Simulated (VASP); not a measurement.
# The low-index faces of Au, part 4 of 4

How do surface energy, work function and relaxation of Au depend on the face?

VASP 6.6.1; PBE; plane waves and PAW (Au).

So far. Step 6 (Relaxing the slab, 7 atoms, face Au(100)): The run ended after 4 ionic steps, 0.001 eV below its first step, once the forces on the free atoms met EDIFFG = -0.03. Step 7 (Vacuum level and density of states, 7 atoms, face …): The vacuum level lies 5.10 eV above the Fermi level at the upper face; both faces agree, as the slab has next to no dipole.

## (8) Relaxing the slab, 9 atoms, face Au(110)

System of this step: Au(110). The cell holds 9 atoms: 9 Au. Cell: a = 4.156 Å, b = 2.939 Å, c = 26.756 Å, α = 90.0°, β = 90.0°, γ = 90.0°. It derives from Au. 9 layers of fcc Au, cut at this functional's lattice. Vacuum lies along c.

The input, INCAR:

```
SYSTEM = Au
PREC = Normal
ENCUT = 320
EDIFF = 1E-05
NELM = 120
ISMEAR = 1
SIGMA = 0.15
LREAL = .FALSE.
ALGO = Fast
GGA = PE
NBANDS = 61
LASPH = .TRUE.
LORBIT = 11
LWAVE = .FALSE.
LCHARG = .FALSE.
KPAR = 4
IBRION = 2
NSW = 40
ISIF = 2
EDIFFG = -0.03
POTIM = 0.4
MAXMIX = 40
```

The input, POSCAR:

```
Au
1.0
    4.1564567218      0.0000000000      0.0000000000
    0.0000000000      2.9390587337      0.0000000000
    0.0000000000      0.0000000000     26.7562349348
Au
9
Direct
    0.0000000000      0.0000000000      0.2803085000
    0.5000000000      0.5000000000      0.3352313700
    0.0000000000      0.0000000000      0.3901542500
    0.5000000000      0.5000000000      0.4450771200
    0.0000000000      0.0000000000      0.5000000000
    0.5000000000      0.5000000000      0.5549228800
    0.0000000000      0.0000000000      0.6098457500
    0.5000000000      0.5000000000      0.6647686300
    0.0000000000      0.0000000000      0.7196915000
```

The input, KPOINTS:

```
Automatic mesh
0
Gamma
7 10 1
0 0 0
```

PAW data sets: Au (PBE family, release 64).

Command:

```bash
mpirun -np 4 vasp_std
```

The program printed:

```text
[banner, memory and clock lines left out]
running    4 mpi-ranks, on    1 nodes
[...]
LDA part: xc-table for (Slater+PW92), standard interpolation
 POSCAR, INCAR and KPOINTS ok, starting setup
[...]
entering main loop
       N       E                     dE             d eps       ncg     rms          rms(c)
DAV:   1     0.516841897539E+03    0.51684E+03   -0.35850E+04  2984   0.971E+02
DAV:   2    -0.591618810368E+01   -0.52276E+03   -0.48775E+03  3462   0.245E+02
DAV:   3    -0.292346609140E+02   -0.23318E+02   -0.22630E+02  3265   0.486E+01
DAV:   4    -0.297331754346E+02   -0.49851E+00   -0.49691E+00  3386   0.731E+00
[...]
RMM:  12    -0.275163220527E+02    0.49948E-04   -0.65867E-04  2952   0.916E-02    0.412E-02
RMM:  13    -0.275163268138E+02   -0.47611E-05   -0.12058E-04  2824   0.356E-02    0.116E-02
RMM:  14    -0.275163251118E+02    0.17020E-05   -0.22637E-05  1883   0.151E-02
   1 F= -.27516325E+02 E0= -.27515908E+02  d E =-.275163E+02
[... from here on, the cycles between the ionic steps are left out ...]
   2 F= -.27543535E+02 E0= -.27542936E+02  d E =-.272103E-01
   3 F= -.27595261E+02 E0= -.27594536E+02  d E =-.789356E-01
   4 F= -.27560857E+02 E0= -.27561417E+02  d E =-.445318E-01
   5 F= -.27604575E+02 E0= -.27604089E+02  d E =-.882498E-01
   6 F= -.27604646E+02 E0= -.27604195E+02  d E =-.883212E-01
   7 F= -.27609573E+02 E0= -.27609348E+02  d E =-.492671E-02
   8 F= -.27610693E+02 E0= -.27610628E+02  d E =-.604689E-02
[...]
reached required accuracy - stopping structural energy minimisation
```

Wall time 4.8 min (4 MPI ranks of Intel Xeon Platinum 8488C (Sapphire Rapids), shared host); peak memory 1.1 GiB.

Parts of OUTCAR (step 8):

```text
  Total       -2.2903319     -3.6863109     -1.4134347      0.0000000      0.0000000      0.0000000
  in kB      -11.2267095    -18.0694950     -6.9283496      0.0000000      0.0000000      0.0000000
  external PRESSURE =     -12.0748514 kB  Pullay stress =       0.0000000 kB

 POSITION                                       TOTAL-FORCE (eV/Angst)
 -----------------------------------------------------------------------------------
      4.15646      0.00000      7.59971         0.000000     -0.000000      0.020971
      2.07823      1.46953      8.85863        -0.000000      0.000000      0.018507
      0.00000      0.00000     10.47392        -0.000000      0.000000     -0.004296
      2.07823      1.46953     11.89272        -0.000000      0.000000      0.008155
      0.00000      0.00000     13.37812        -0.000000      0.000000      0.000000
      2.07823      1.46953     14.86352        -0.000000      0.000000     -0.008155
      0.00000      0.00000     16.28232        -0.000000     -0.000000      0.004296
      2.07823      1.46953     17.89760        -0.000000      0.000000     -0.018507
      0.00000      0.00000     19.15652         0.000000      0.000000     -0.020971
 -----------------------------------------------------------------------------------
    total drift:                                0.000000      0.000000      0.000000

  FREE ENERGIE OF THE ION-ELECTRON SYSTEM (eV)
  ---------------------------------------------------
  free  energy   TOTEN  =       -27.6106932184 eV

  energy  without entropy=      -27.6104978974  energy(sigma->0) =      -27.61062811

[... 1 part as in an earlier step ...]

[... 3 further parts left out ...]
[key lines of the parts left out:]
E-fermi :   1.7105
```

The run keeps the 8 symmetry operations of its start, so it cannot find a distortion of lower symmetry.

Step by step:

```
step  energy less that of the first step (eV)  largest force (eV/Å)
   1                                   0.0000                0.4594
   2                                  -0.0272                0.3713
   3                                  -0.0789                0.1307
   4                                  -0.0445                0.3731
   5                                  -0.0883                0.1526
   6                                  -0.0883                0.1568
   7                                  -0.0932                0.0656
   8                                  -0.0944                0.0210
```

The atoms that moved most (Å):

```
atom     dx     dy      dz  length
 Au8  0.000  0.000   0.111   0.111
 Au2  0.000  0.000  -0.111   0.111
 Au9  0.000  0.000  -0.100   0.100
 Au1  0.000  0.000   0.100   0.100
 Au7  0.000  0.000  -0.035   0.035
 Au3  0.000  0.000   0.035   0.035
 Au6  0.000  0.000   0.016   0.016
 Au4  0.000  0.000  -0.016   0.016
```

The relaxed structure:

```xyz
9
Lattice="4.1565 0.0000 0.0000 0.0000 2.9391 0.0000 0.0000 0.0000 26.7562" Properties=species:S:1:pos:R:3
Au    0.0000    0.0000    7.5997
Au    2.0782    1.4695    8.8586
Au    0.0000    0.0000   10.4739
Au    2.0782    1.4695   11.8927
Au    0.0000    0.0000   13.3781
Au    2.0782    1.4695   14.8635
Au    0.0000    0.0000   16.2823
Au    2.0782    1.4695   17.8976
Au    0.0000    0.0000   19.1565
```

The run ended after 8 ionic steps, 0.094 eV below its first step, once the forces on the free atoms met EDIFFG = -0.03.

## (9) Vacuum level and density of states, 9 atoms, face Au(110)

The input, INCAR:

```
SYSTEM = Au
PREC = Normal
ENCUT = 320
EDIFF = 1E-06
NELM = 120
ISMEAR = 1
SIGMA = 0.15
LREAL = .FALSE.
ALGO = Fast
GGA = PE
NBANDS = 61
LASPH = .TRUE.
LORBIT = 11
LWAVE = .FALSE.
LCHARG = .TRUE.
KPAR = 4
IDIPOL = 3
LDIPOL = .TRUE.
DIPOL = 0.5 0.5 0.5
LVHAR = .TRUE.
LVACPOTAV = .TRUE.
NEDOS = 1500
```

The input, POSCAR:

```
Au
1.0
    4.1564567218      0.0000000000      0.0000000000
    0.0000000000      2.9390587337      0.0000000000
    0.0000000000      0.0000000000     26.7562349348
Au
9
Direct
    0.0000000000      0.0000000000      0.2840352155
    0.5000000000      0.5000000000      0.3310866931
    0.0000000000      0.0000000000      0.3914570248
    0.5000000000      0.5000000000      0.4444839410
    0.0000000000      0.0000000000      0.5000000000
    0.5000000000      0.5000000000      0.5555160590
    0.0000000000      0.0000000000      0.6085429752
    0.5000000000      0.5000000000      0.6689133069
    0.0000000000      0.0000000000      0.7159647845
```

KPOINTS is that of step 8.

Command:

```bash
mpirun -np 4 vasp_std
```

The program printed:

```text
[... set-up lines as in an earlier step ...]
 entering main loop
       N       E                     dE             d eps       ncg     rms          rms(c)
DAV:   1     0.518729282006E+03    0.51873E+03   -0.35885E+04  2984   0.971E+02
DAV:   2    -0.611390662207E+01   -0.52484E+03   -0.48796E+03  3442   0.246E+02
DAV:   3    -0.293369284168E+02   -0.23223E+02   -0.22573E+02  3226   0.488E+01
DAV:   4    -0.298379370946E+02   -0.50101E+00   -0.49930E+00  3415   0.732E+00
[...]
RMM:  14    -0.276106793854E+02    0.12040E-05   -0.28122E-05  3391   0.166E-02    0.105E-02
RMM:  15    -0.276106774269E+02    0.19584E-05   -0.59418E-06  2616   0.770E-03    0.368E-03
RMM:  16    -0.276106771454E+02    0.28158E-06   -0.12918E-06  1995   0.394E-03
 [... a notice as in an earlier step ...]

   1 F= -.27610677E+02 E0= -.27610613E+02  d E =-.191176E-03
```

It took 59 s on 4 MPI ranks; peak memory 1.1 GiB.

From OUTCAR (step 9):

```text
  Total       -2.3229705     -3.7044162     -1.4161229     -0.0000000      0.0000000      0.0000000
  in kB      -11.3866964    -18.1582434     -6.9415268     -0.0000000      0.0000000      0.0000000
  external PRESSURE =     -12.1621556 kB  Pullay stress =       0.0000000 kB

 POSITION                                       TOTAL-FORCE (eV/Angst)
 -----------------------------------------------------------------------------------
      0.00000      0.00000      7.59971         0.000000      0.000000      0.017281
      2.07823      1.46953      8.85863        -0.000000      0.000000      0.021486
      0.00000      0.00000     10.47392         0.000000      0.000000      0.003929
      2.07823      1.46953     11.89272        -0.000000      0.000000     -0.001738
      0.00000      0.00000     13.37812        -0.000000      0.000000     -0.000000
      2.07823      1.46953     14.86352        -0.000000      0.000000      0.001738
      0.00000      0.00000     16.28232         0.000000      0.000000     -0.003929
      2.07823      1.46953     17.89760        -0.000000      0.000000     -0.021486
      0.00000      0.00000     19.15652        -0.000000      0.000000     -0.017281
 -----------------------------------------------------------------------------------
    total drift:                                0.000000      0.000000      0.000000

  FREE ENERGIE OF THE ION-ELECTRON SYSTEM (eV)
  ---------------------------------------------------
  free  energy   TOTEN  =       -27.6106771454 eV

  energy  without entropy=      -27.6104859698  energy(sigma->0) =      -27.61061342

[... 2 parts as in an earlier step ...]

[... 1 further part left out ...]
[key lines of the parts left out:]
E-fermi :   1.7080
```

The planar average of the electrostatic potential oscillates, so the rows of the table below give means over windows of 1.45 Å about each position, cut where the curve ends. Its maxima inside the range that stand out by 2 % of the span (Å: eV): 9.7: -4.65, 11.1: -7.70, 12.6: -6.66, 14.2: -6.66, 15.6: -7.70, 17.1: -4.65. Its minima: 8.8: -10.5, 10.5: -10.3, 11.9: -10.3, 13.4: -10.3, 14.8: -10.3, 16.3: -10.3, 17.9: -10.5.

Zero at the Fermi level. The planar average of the electrostatic potential by height; means over each step:

height (Å), planar average of the electrostatic potential (eV) and a bar from the least value:
```
     0.72        5.0 ##############################
     2.17        5.0 ##############################
     3.62        5.0 ##############################
     5.07        4.9 ##############################
     6.52        1.3 #######################
     7.97       -9.8 
     9.42       -7.4 #####
    10.87       -8.9 ##
    12.32       -8.5 ###
    13.77       -8.5 ###
    15.22       -9.0 ##
    16.67       -7.6 #####
    18.12       -9.8 
    19.57       -4.9 ##########
    21.02        4.6 #############################
    22.47        5.0 ##############################
    23.92        5.0 ##############################
    25.37        5.0 ##############################
```

The map of layer states is cut here 0.5 eV above the Fermi level, so it leaves out the states above that.

The vacuum level lies 4.96 eV above the Fermi level at the upper face; both faces agree, as the slab has next to no dipole.

The program found no field-free point at its default tolerance, but its printed level agrees with the flat part of the planar average.

On this mesh the fine structure of the density of states is sampling noise, and high empty states may be cut by the number of bands.

## (10) The faces side by side

This step: surfaces of a metal, PBE; plane waves and PAW (VASP 6.6.1).

No new run; the numbers come from the runs before.

Symmetric slabs, all atoms free. All faces:

```
   face  layers  area a surface atom (Å²)  work function (eV)  surface energy as cut (J/m²)  surface energy relaxed (J/m²)  change of the top spacing (%)
Au(111)       7                     7.481               5.226                        0.7017                         0.6969                           1.29
Au(100)       7                     8.638               5.098                         0.854                         0.8531                           -0.5
Au(110)       9                     12.22               4.965                         0.966                         0.9041                         -14.33
```

Each surface energy is the slab's energy less its number of atoms times the bulk energy of -3.2210 eV, over twice the cell's area.

## (11) Results

```json
{"Au(111)": "0.70 J/m², 5.23 eV", "Au(100)": "0.85 J/m², 5.10 eV", "Au(110)": "0.90 J/m², 4.96 eV"}
```

**Reading.** The cheapest face is Au(111) at 0.70 J/m², against 0.85 for Au(100) and 0.90 for Au(110). The work functions are 5.23 eV for Au(111), 5.10 eV for Au(100) and 4.96 eV for Au(110). The densest face has the highest work function, as the smoothing of the electron density over an open face lowers the surface dipole. The densest face is also the cheapest, since it cuts the fewest bonds an area. The top spacing changes by +1.3 % on Au(111), -0.5 % on Au(100) and -14.3 % on Au(110), the most on the most open face. On Au(100) the relaxation gained under 0.002 J/m², so it stands almost as cut. One thickness was run for each face, and bulk and slab meshes don't match, which leaves some hundredths of a J/m². The cells are 1 × 1 and can't reconstruct. Spin-orbit coupling is left out, which matters for a heavy metal.

[Lines on the potential files, build, host, timing and source positions are cut from VASP's logs without a mark.]

[Logs are printed without paths, hosts, clocks, repeated set-up lines and the standing remarks that a program may print on its own settings, such as how far it seeks lower states.]

[Hosts, paths, dates, database ids (printed as entryN), source tags and the programs' standing remarks are cut or masked in the printed files.]

[Runs that stopped without an error message from VASP are left out.]
